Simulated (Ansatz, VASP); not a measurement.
# Ga8As7P in two plane-wave programs, part 2 of 2

One calculation is typed for both programs; each brings its own data sets. How far apart do they land? The cell is taken from a series of runs on this material, whose earlier steps may have relaxed, scaled, displaced or heated it; both programs get it as it stands.

VASP 6.6.1 and Ansatz 0.2.0.

So far: Starting point; VASP: relaxation of cell and atoms, r2SCAN.

### 3. Ansatz: relaxation of cell and atoms, r2SCAN

Level of this step: Ansatz beside VASP: Kohn-Sham DFT, plane waves, r2SCAN (Ansatz).

Ansatz runs on its PAW soft_1 files.

The same cell, functional, mesh and smearing now go to Ansatz.

input.yaml

```yaml
crystal:
  lattice:
    - [0.0, 5.627625, 5.627625]
    - [5.627625, 0.0, 5.627625]
    - [5.627625, 5.627625, 0.0]
  atoms:
    - { symbol: As, position: [0.375, 0.375, 0.875] }
    - { symbol: As, position: [0.375, 0.875, 0.375] }
    - { symbol: As, position: [0.375, 0.875, 0.875] }
    - { symbol: As, position: [0.875, 0.375, 0.375] }
    - { symbol: As, position: [0.875, 0.375, 0.875] }
    - { symbol: As, position: [0.875, 0.875, 0.375] }
    - { symbol: As, position: [0.875, 0.875, 0.875] }
    - { symbol: Ga, position: [0.0, 0.0, 0.0] }
    - { symbol: Ga, position: [0.0, 0.0, 0.5] }
    - { symbol: Ga, position: [0.0, 0.5, 0.0] }
    - { symbol: Ga, position: [1.0, 0.5, 0.5] }
    - { symbol: Ga, position: [0.5, 0.0, 0.0] }
    - { symbol: Ga, position: [0.5, 1.0, 0.5] }
    - { symbol: Ga, position: [0.5, 0.5, 0.0] }
    - { symbol: Ga, position: [0.5, 0.5, 0.5] }
    - { symbol: P, position: [0.375, 0.375, 0.375] }
kpoints:
  mp_grid: { grid: [4, 4, 4] }
scf:
  occupations: { method: fermi_dirac, width: 0.02 }
hamiltonian:
  xc: r2scan
  pseudopotentials: { kind: paw, azcp: { folder: soft_1 } }
basis:
  ecutwfc: 600
output:
  forces: true
  stress: true
relax:
  f_tol: 0.005
  max_steps: 70
  cell: { stress_tol: 0.02, p_target: 0 }
```

Started as:

```console
ansatz run input.yaml --threads 4 --pin off --max-ram 10240MiB --backend cpu --events-out ev --progress --plain --runs-dir out
```

Numbers of over 12 decimals in the logs are rounded to 6 here.

What it wrote:

```text
Engine: ansatz 0.2.0, aarch64-unknown-linux-gnu
Pseudopotentials: kind: paw
Pseudopotential: As, paw, valence charge 15, recommended cutoff 500 eV (meta_gga), soft_1/As.paw.azcp
Pseudopotential: Ga, paw, valence charge 13, recommended cutoff 500 eV (meta_gga), soft_1/Ga.paw.azcp
Pseudopotential: P, paw, valence charge 5, recommended cutoff 500 eV (meta_gga), soft_1/P.paw.azcp
Functional definition: r2SCAN
  parameter k0 = 0.174
  parameter k1 = 0.065
  parameter a1 = 4.9479
  exchange = r2scan_x(k0 = k0, k1 = k1, a1 = a1)
  correlation = r2scan_c
Crystal: 16 atoms, lattice volume = 356.456 Å³
Basis set: ecut = 600 eV, 11935 PW (Γ), exchange–correlation on 256×256×256 points (64 copies of the dense FFT grid, shifted against one another)
Bands: 129, of which v1, the nominal top of the filled ones, is band 107 counted from 1 (106 counted from 0)
Symmetry: 24 space group operations
Space group: F-43m (ITA 216), of the structure as read, at distance tolerance 7.1e-5 Å
k-points: 8 of 64 (time reversal used)
Non-local potential: As, projectors of the file, l = 0: 2, l = 1: 2, l = 2: 3, l = 3: 1
Non-local potential: Ga, projectors of the file, l = 0: 2, l = 1: 2, l = 2: 3, l = 3: 1
Non-local potential: P, projectors of the file, l = 0: 2, l = 1: 2, l = 2: 1
PAW form: soft (Blöchl's): semilocal exchange-correlation on the pseudo side does not see the compensation charge
PAW frozen core: As, regenerated for the run's functional (the file was generated under x = pbe(κ = 0.804, μ = 0.219515), c = pbe(β = 0.066725))
PAW frozen core: Ga, regenerated for the run's functional (the file was generated under x = pbe(κ = 0.804, μ = 0.219515), c = pbe(β = 0.066725))
PAW frozen core: P, regenerated for the run's functional (the file was generated under x = pbe(κ = 0.804, μ = 0.219515), c = pbe(β = 0.066725))
PAW one-centre angular grid: As, 590 points (default); XC on 160 Gauss nodes
PAW one-centre angular grid: Ga, 590 points (default); XC on 160 Gauss nodes
PAW one-centre angular grid: P, 302 points (default); XC on 160 Gauss nodes
Initial density: superposition of atomic densities (chi_scale 0.1, normalization cell, long waves kept (reshape's long-wave potential 0.02 eV rms))
Initial wavefunctions: pseudopotential atomic-orbital guess
Functional: x = r2scan, c = r2scan; τ floored in thin density (d = 2e-4 eV/Å³)
iter 1 solved again at ethr=2.21e-3 eV; its pass at ethr=3.10e-3 eV (dr2=4.73e0 eV) is discarded
SCF iter   1: F=—  HF=-65140.776872 eV  |F-HF|=—  |Δ(HF+E_count)|=         —  Δρ=4.95e-2  dr2=4.75e0  dr2_τ=5.49e-2  ethr=2.21e-3  ⟨swp⟩=1.5  Hψ=5200  notcnv=0
preconditioner: auto → Resta (q_TF=auto, 2.506 Å⁻¹)  ε∞=3.3  [insulator: Δε(μ)=0.997 eV  Ē_g=15.445 eV  σ=0.020 eV  W_gap=1.00  n_scr=112 (ndim 8)  ℏωp=23.6 eV  f_vac=0.000  D(μ)=0.00/eV (n_scr^D=0)  ε∞_Penn≈3.3]
SCF iter   2: F=—  HF=-65140.787658 eV  |F-HF|=—  |Δ(HF+E_count)|=   1.08e-2  Δρ=2.71e-2  dr2=1.60e0  dr2_τ=7.18e-3  ethr=2.21e-3  ⟨swp⟩=2.0  Hψ=1208  notcnv=0
SCF iter   3: F=—  HF=-65140.863379 eV  |F-HF|=—  |Δ(HF+E_count)|=   7.57e-2  Δρ=5.40e-3  dr2=1.05e-1  dr2_τ=1.74e-3  ethr=7.48e-4  ⟨swp⟩=3.9  Hψ=1883  notcnv=0  defer=1
SCF iter   4: F=—  HF=-65140.769627 eV  |F-HF|=—  |Δ(HF+E_count)|=   9.38e-2  Δρ=2.46e-3  dr2=1.81e-2  dr2_τ=1.89e-4  ethr=4.93e-5  ⟨swp⟩=3.0  Hψ=1930  notcnv=0  defer=30
SCF iter   5: F=—  HF=-65140.777320 eV  |F-HF|=—  |Δ(HF+E_count)|=   7.69e-3  Δρ=5.68e-4  dr2=1.71e-3  dr2_τ=6.46e-5  ethr=8.48e-6  ⟨swp⟩=2.0  Hψ=1724  notcnv=0  defer=30
SCF iter   6: F=—  HF=-65140.777198 eV  |F-HF|=—  |Δ(HF+E_count)|=   1.22e-4  Δρ=1.69e-4  dr2=8.49e-5  dr2_τ=3.35e-6  ethr=8.01e-7  ⟨swp⟩=2.0  Hψ=1912  notcnv=0  defer=30
SCF iter   7: F=—  HF=-65140.777265 eV  |F-HF|=—  |Δ(HF+E_count)|=   6.74e-5  Δρ=8.75e-5  dr2=1.43e-5  dr2_τ=3.58e-7  ethr=3.97e-8  ⟨swp⟩=2.0  Hψ=1858  notcnv=0  defer=30
SCF iter   8: F=—  HF=-65140.777292 eV  |F-HF|=—  |Δ(HF+E_count)|=   2.73e-5  Δρ=2.35e-5  dr2=1.79e-6  dr2_τ=2.52e-8  ethr=6.67e-9  ⟨swp⟩=2.0  Hψ=1578  notcnv=0  defer=30
SCF iter   9: F=—  HF=-65140.777294 eV  |F-HF|=—  |Δ(HF+E_count)|=   1.18e-6  Δρ=5.19e-6  dr2=1.34e-7  dr2_τ=1.47e-9  ethr=8.37e-10  ⟨swp⟩=3.0  Hψ=1934  notcnv=0  defer=30
SCF iter  10: F=-65140.777294 eV  HF=-65140.777294 eV  |F-HF|=2.68e-8  |Δ(HF+E_count)|=   1.91e-8  Δρ=2.35e-6  dr2=1.45e-8  dr2_τ=1.47e-10  ethr=4.67e-11  ⟨swp⟩=5.0  Hψ=3436  notcnv=0
SCF 1 converged in 10 iterations: F = -65140.777294 eV  dr2 = 1.45e-8
  greatest PAW one-centre occupation: 0.999 electrons in one spin orbital (limit 2), on the As atom at site 1 (counted from 0), in its partial waves of l = 2
relax step   1: F+E_penalty+E_count = -65140.77729355 eV  Δ(F+E_penalty+E_count) = +0.000e0 eV  max|allowed force component| = 3.317e-1 eV/Å  Δτ_max = 0.0000 Å  P = +0.478 GPa  Ω = 356.456 Å³  (10 SCF iters, dr2 threshold 1.00e-7 eV, accepted)
[...]
relax step   3: F+E_penalty+E_count = -65140.83180014 eV  Δ(F+E_penalty+E_count) = -8.621e-4 eV  max|allowed force component| = 5.712e-3 eV/Å  Δτ_max = 0.0042 Å  P = -0.007 GPa  Ω = 358.498 Å³  energy of the carried Pulay correction = -1.057e-4 eV  (5 SCF iters, dr2 threshold 1.67e-7 eV, accepted)
[...]
relax step   4: F+E_penalty+E_count = -65140.83181125 eV  Δ(F+E_penalty+E_count) = -1.111e-5 eV  max|allowed force component| = 1.298e-4 eV/Å  Δτ_max = 0.0004 Å  P = -0.001 GPa  Ω = 358.468 Å³  energy of the carried Pulay correction = -1.042e-4 eV  (5 SCF iters, dr2 threshold 2.04e-9 eV, accepted)
[...]
relax step   5: F+E_penalty+E_count = -65140.83192462 eV  Δ(F+E_penalty+E_count) = -1.134e-4 eV  max|allowed force component| = 1.285e-4 eV/Å  Δτ_max = 0.0000 Å  P = -0.001 GPa  Ω = 358.468 Å³  stress off target by 7.73e-4 GPa  SCF on the basis re-selected at this cell (its energy is not comparable with the rows above)  (6 SCF iters)
basis re-selected at this cell: Δ(F+E_penalty+E_count) = -1.134e-4 eV, ΔP = +0.000 GPa vs the last step (what re-selecting the basis moved, of the pressure what is left beyond the Pulay correction that the steps carried, after the strain that the cell walked since its last selection, with what the two solves' SCF thresholds leave and, on support functions, any second-order correction that the steps lacked; it is no m [...]
SCF converged after 6 iterations
Free energy (F): -65140.831925 eV
Harris-Foulkes:  -65140.831925 eV  (|F-HF|=0.00e0)
Internal energy: -65140.831925 eV  (E = F + TS)
E sigma→0 (E₀):  -65140.831925 eV
Fermi energy:    8.101728 eV
--- Per-component energies (eV) ---
  E_band       = -2450.901299
  E_kinetic    = 1641.030520
  E_local      = -27770.640519  (includes V_loc(G=0)·N_el)
  E_nonlocal   = -3446.611905
  E_hartree    = 16198.298140
  E_xc         = -990.416714
  E_vxc        = -1074.360702  (∫ρ·V_xc dr)
  E_paw        = -30793.180665  (= ΣΔE_a)
  E_vpaw       = -4252.663547  (= ΣTr[D̂ρ^β])
  E_aug_tail   = -0.000020  (compensation charges beyond the density's cutoff)
  E_vtau       = 55.748577  (kinetic-family band-sum trace: ∫τ·v_τ [+ j·A + Jᵃ·Aᵃ] dr)
  E_ewald      = -19963.793636
  E_core_change = -15.517125  (= ΣΔE_core)
  E_smearing   = -0.000000  (= −TS)
  E_closure    = 0.000000  (closes the sum)
  Σ components = -65140.831925   (vs F -65140.831925, Δ=0.00e0)
--- Forces (eV/Å), atoms counted from 1 ---
  atom   1  As     0.00000000    -0.00000000    -0.00012853
  atom   2  As     0.00000000    -0.00012853    -0.00000000
  atom   3  As     0.00012853    -0.00000000    -0.00000000
  atom   4  As    -0.00012853    -0.00000000    -0.00000000
  atom   5  As     0.00000000     0.00012853    -0.00000000
  atom   6  As     0.00000000    -0.00000000     0.00012853
  atom   7  As     0.00000000    -0.00000000    -0.00000000
  atom   8  Ga    -0.00007219    -0.00007219    -0.00007219
  atom   9  Ga     0.00007219     0.00007219    -0.00007219
  atom  10  Ga     0.00007219    -0.00007219     0.00007219
  atom  11  Ga    -0.00011097     0.00011097     0.00011097
  atom  12  Ga    -0.00007219     0.00007219     0.00007219
  atom  13  Ga     0.00011097    -0.00011097     0.00011097
  atom  14  Ga     0.00011097     0.00011097    -0.00011097
  atom  15  Ga    -0.00011097    -0.00011097    -0.00011097
  atom  16  P      0.00000000    -0.00000000    -0.00000000
  max |Σ_I F_I| component: 7.41e-17 eV/Å
--- Stress (GPa, compression-positive) ---
       -0.000773      -0.000000      -0.000000
       -0.000000      -0.000773       0.000000
       -0.000000       0.000000      -0.000773
  P = ⅓ Tr σ = -0.0008 GPa (-0.008 kbar)
--- Relaxed structure (4 steps of the walk, 4 accepted, 1 SCFs on fresh bases) ---
  F+E_penalty+E_count = -65140.83192462 eV   max|allowed force component| = 1.285e-4 eV/Å   (the final SCF, on the basis selected at the relaxed cell)
  cell:  # Å, volume = 358.4679 Å³
    - [0, 5.638195, 5.638195]
    - [5.638195, 0, 5.638195]
    - [5.638195, 5.638195, 0]
  atoms:
    - { symbol: As, position: [0.375121, 0.375121, 0.874879] }
    - { symbol: As, position: [0.375121, 0.874879, 0.375121] }
    - { symbol: As, position: [0.375121, 0.874879, 0.874879] }
    - { symbol: As, position: [0.874879, 0.375121, 0.375121] }
    - { symbol: As, position: [0.874879, 0.375121, 0.874879] }
    - { symbol: As, position: [0.874879, 0.874879, 0.375121] }
    - { symbol: As, position: [0.875000, 0.875000, 0.875000] }
    - { symbol: Ga, position: [0.000143989, 0.000143989, 0.000143989] }
    - { symbol: Ga, position: [0.000143989, 0.000143989, 0.499568] }
    - { symbol: Ga, position: [0.000143989, 0.499568, 0.000143989] }
    - { symbol: Ga, position: [1.006852, 0.497716, 0.497716] }
    - { symbol: Ga, position: [0.499568, 0.000143989, 0.000143989] }
    - { symbol: Ga, position: [0.497716, 1.006852, 0.497716] }
    - { symbol: Ga, position: [0.497716, 0.497716, 0.00685195] }
    - { symbol: Ga, position: [0.497716, 0.497716, 0.497716] }
    - { symbol: P, position: [0.375000, 0.375000, 0.375000] }
```

The column dr2 measures how far the density is from self-consistency, as an energy; F and HF (Harris–Foulkes) agree once it is small.

### 4. Comparison

Known differences besides the potentials themselves: VASP keeps PBE cores, Ansatz makes them for the functional; the data sets hold 214 valence electrons in Ansatz (on its PAW soft_1 files) and 144 in VASP; the cutoff is 600 eV in Ansatz and 550 eV in VASP; Ansatz adds a Pulay correction to the stress that steers its cell, VASP none. Total energies have different zeros and are not compared.

Compared:

```csv
quantity,Ansatz,VASP,difference
volume (Å³),358.47,358.99,-0.15 %
"edge a after relaxation, in the typed setting (Å)",7.974,7.978,-0.05 %
```

### 5. Outcome

| Property | Result |
| --- | --- |
| difference in volume (relaxation of cell and atoms, r2SCAN) | -0.15 % |

The difference in volume is -0.15 % (relaxation of cell and atoms, r2SCAN), within the 1.2 % picked in this series as the mark of a large difference, as far as the stopping tolerances let one tell. The data sets hold unlike numbers of valence electrons (214 in Ansatz and 144 in VASP), so part of the differences comes from the potentials. How closely two codes agree says nothing of how well the functional describes the real material.

[Lines on the potential files, build, host, timing and source positions are cut from VASP's logs without a mark.]

[Logs are printed without paths, hosts, clocks, repeated set-up lines and the standing remarks that a program may print on its own settings, such as how far it seeks lower states.]

[Hosts, paths, dates, database ids (printed as entryN), source tags and the programs' standing remarks are cut or masked in the printed files.]
